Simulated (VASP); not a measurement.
# CaPb (P4/mmm) in VASP: single point with LDA

Aim: the single point of CaPb with LDA.

All numbers are computed with VASP 6.6.1; they aren't measurements. Logs are shortened: lines on timing, memory, paths and dates and some standing lists are left out, and cuts for length are marked.

## 1. Starting point

The structure is tetragonal, space group P4/mmm (No. 123). Conventional cell: a = 3.567 Å, b = 3.567 Å, c = 4.628 Å, α = 90.00°, β = 90.00°, γ = 90.00°. Ca (site symmetry 4/mmm) is surrounded by 8 Pb at 3.42 Å and 4 Ca at 3.57 Å. Pb (site symmetry 4/mmm) is surrounded by 8 Ca at 3.42 Å and 4 Pb at 3.57 Å.

The cell comes from a database or a generator and needn't be the stable form of this composition.

## 2. Single point, LDA

Input file INCAR:

```
SYSTEM = CaPb
PREC = Accurate
ENCUT = 520
EDIFF = 1E-6
ISMEAR = -1
SIGMA = 0.1
LREAL = .FALSE.
LASPH = .TRUE.
NELM = 100
ALGO = Normal
ISIF = 2
LWAVE = .FALSE.
LCHARG = .FALSE.
GGA = CA
NBANDS = 19
```

Input file KPOINTS:

```
regular mesh
0
G
  7 7 5
  0 0 0
```

Input file POSCAR:

```
CaPb
1.0
    3.5666360000      0.0000000000      0.0000000000
    0.0000000000      3.5666360000      0.0000000000
    0.0000000000      0.0000000000      4.6275120000
Ca Pb
1 1
Direct
    0.0000000000      0.0000000000      0.0000000000
    0.5000000000      0.5000000000      0.5000000000
```

Potentials or basis: VASP PAW LDA potentials, release 64 (Ca_sv, Pb_d).

Started as:

```console
$ cat potpaw_LDA.64/Ca_sv/POTCAR potpaw_LDA.64/Pb_d/POTCAR > POTCAR
$ mpirun -np 1 vasp_std > vasp.out
```

OUTCAR:

```text
SYSTEM = CaPb
   PREC = Accurate
   ENCUT = 520
   EDIFF = 1E-6
   ISMEAR = -1
   LREAL = .FALSE.
   LASPH = .TRUE.
   NELM = 100
   ISIF = 2
   GGA = CA

 ion  position               nearest neighbor table
   1  0.000  0.000  0.000-   2 3.42   2 3.42   2 3.42   2 3.42   2 3.42   2 3.42   2 3.42   2 3.42

   2  0.500  0.500  0.500-   1 3.42   1 3.42   1 3.42   1 3.42   1 3.42   1 3.42   1 3.42   1 3.42

  LATTYP: Found a simple tetragonal cell.
 ALAT       =     3.5666360000
 C/A-ratio  =     1.2974444266

  Lattice vectors:

 A1 = (   3.5666360000,   0.0000000000,   0.0000000000)
 A2 = (   0.0000000000,   3.5666360000,   0.0000000000)
 A3 = (   0.0000000000,   0.0000000000,   4.6275120000)

Analysis of symmetry for initial positions (statically):
=====================================================================
 Subroutine PRICEL returns:
 Original cell was already a primitive cell.

 Routine SETGRP: Setting up the symmetry group for a
 simple tetragonal supercell.

 Subroutine GETGRP returns: Found 16 space group operations
 (whereof 16 operations were pure point group operations)
 out of a pool of 16 trial point group operations.

The static configuration has the point symmetry D_4h.

Analysis of symmetry for dynamics (positions and initial velocities):
=====================================================================
 Subroutine PRICEL returns:
 Original cell was already a primitive cell.

 Routine SETGRP: Setting up the symmetry group for a
 simple tetragonal supercell.

 Subroutine GETGRP returns: Found 16 space group operations
 (whereof 16 operations were pure point group operations)
 out of a pool of 16 trial point group operations.

The dynamic configuration has the point symmetry D_4h.

 Subroutine INISYM returns: Found 16 space group operations
 (whereof 16 operations are pure point group operations),
 and found     1 'primitive' translations

----------------------------------------------------------------------------------------

                                     Primitive cell

  volume of cell :      58.8661

  direct lattice vectors                    reciprocal lattice vectors
     3.566636000  0.000000000  0.000000000     0.280376242  0.000000000  0.000000000
     0.000000000  3.566636000  0.000000000     0.000000000  0.280376242  0.000000000
     0.000000000  0.000000000  4.627512000     0.000000000  0.000000000  0.216098845

  length of vectors
[... 81 lines left out ...]
   NELM   =    100;   NELMIN=  2; NELMDL= -5     # of ELM steps
   EDIFF  = 0.1E-05   stopping-criterion for ELM
   LREAL  =      F    real-space projection
   EDIFFG = 0.1E-04   stopping-criterion for IOM
   NSW    =      0    number of steps for IOM
   IBRION =     -1    ionic relax: 0-MD 1-quasi-New 2-CG
   NFREE  =      0    steps in history (QN), initial steepest desc. (CG)
   ISIF   =      2    stress and relaxation
   ISYM   =      2    0-nonsym 1-usesym 2-fastsym
   POTIM  = 0.5000    time-step for ionic-motion
   TEBEG  =    0.0;   TEEND  =   0.0 temperature during run
   PSTRESS=    0.0 pullay stress
   NELECT =      24.0000    total number of electrons
   NUPDOWN=      -1.0000    fix difference up-down
   EMIN   =  10.00;   EMAX   =-10.00  energy-range for DOS
   EFERMI =   0.00;   METHOD = LEGACY
   ISMEAR =    -1;   SIGMA  =   0.10  broadening in eV -4-tet -1-fermi 0-gaus
   EFERMI_NEDOS =   21; number of points for ismear=-14 and -15
   IALGO  =     38    algorithm
   IMIX   =      4    mixing-type and parameters
     AMIX     =   0.40;   BMIX     =  1.00
     AMIX_MAG =   1.60;   BMIX_MAG =  1.00
  volume/ion in A,a.u.               =      29.43       198.62
  Fermi-wavevector in a.u.,A,eV,Ry     =   1.213920  2.293977 20.049582  1.473603
  Thomas-Fermi vector in A             =   2.349357
   LORBIT       =      0    0 simple, 1 ext, 2 COOP (PROOUT), +10 PAW based schemes
   GGA     = CA    functional components
   LHFCALC =     F    Hartree Fock is set to
   AEXX    =    0.0000 exact exchange contribution
   IVDW    =     0    specifies the selected vdW correction
   LEPSILON=     F    determine dielectric tensor
   LRPA    =     F    only Hartree local field effects (RPA)
 non-spin polarized calculation
  energy-cutoff  :      520.00
  volume of cell :       58.87
 maximum number of plane-waves:      1609
 NGX is ok and might be reduce to    28
   NGX = 13   NGY = 13   NGZ = 17

 number of electron      24.0000004 magnetization

 Free energy of the ion-electron system (eV)
  ---------------------------------------------------
  ext. energy  EPLUGINS =         0.00000000
  ---------------------------------------------------
  free energy    TOTEN  =        -7.70946098 eV

  energy without entropy =       -7.67825864  energy(sigma->0) =       -7.69385981

 E-fermi :   5.2002     XC(G=0):  -9.8774

 val. band max:        5.1716820268   @ k =   0.0000   0.0000   0.0000
 cond. band min:       5.2251148488   @ k =   0.2857   0.2857   0.0000
 fundamental gap:      0.0534328220
 Fermi energy:         5.2001583916

 k-point     1 :       0.0000    0.0000    0.0000
  band No.  band energies     occupation
      1     -35.8279      2.00000
      2     -17.1155      2.00000
      3     -17.0701      2.00000
      4     -17.0701      2.00000
      5     -11.4199      2.00000
      6     -11.2621      2.00000
[... 505 lines left out ...]
      6     -11.2772      2.00000
[... 11 lines left out ...]
     18      10.7493      0.00000
     19      10.8704      0.00000

 [... further k-points ...]

------------------------ aborting loop because EDIFF is reached ----------------------------------------

  FORCE on cell =-STRESS in cart. coord.  units (eV):
  Direction    XX          YY          ZZ          XY          YZ          ZX
  --------------------------------------------------------------------------------------
  -------------------------------------------------------------------------------------
  Total       -0.8846851     -0.8846851     -1.1936494      0.0000000      0.0000000      0.0000000
  in kB      -24.0787638    -24.0787638    -32.4879439      0.0000000      0.0000000      0.0000000
  external PRESSURE =     -26.8818238 kB  Pullay stress =       0.0000000 kB

 VOLUME and BASIS-vectors are now :
 -----------------------------------------------------------------------------
  energy-cutoff  :      520.00
  volume of cell :       58.87
      direct lattice vectors                 reciprocal lattice vectors
     3.566636000  0.000000000  0.000000000     0.280376242  0.000000000  0.000000000
     0.000000000  3.566636000  0.000000000     0.000000000  0.280376242  0.000000000
     0.000000000  0.000000000  4.627512000     0.000000000  0.000000000  0.216098845

 POSITION                                       TOTAL-FORCE (eV/Angst)
 -----------------------------------------------------------------------------------
      0.00000      0.00000      0.00000         0.000000      0.000000      0.000000
      1.78332      1.78332      2.31376         0.000000      0.000000      0.000000
 -----------------------------------------------------------------------------------
    total drift:                                0.000000      0.000000      0.000000

  FREE ENERGIE OF THE ION-ELECTRON SYSTEM (eV)
  ---------------------------------------------------
  free  energy   TOTEN  =        -7.7094609802 eV

  energy  without entropy=       -7.6782586390  energy(sigma->0) =       -7.69385981
```

It took 33 s on 1 thread of Intel Xeon Platinum 8259CL at 2.50GHz (Skylake/Cascade Lake), shared host; peak memory 0.17 GiB.

What came out:

- Free energy: -7.7095 eV
- Pressure: -2.7 GPa
- Band gap on the k mesh: none (metal or under the smearing width)

Spin-orbit coupling is left out, which matters for the levels of Pb.
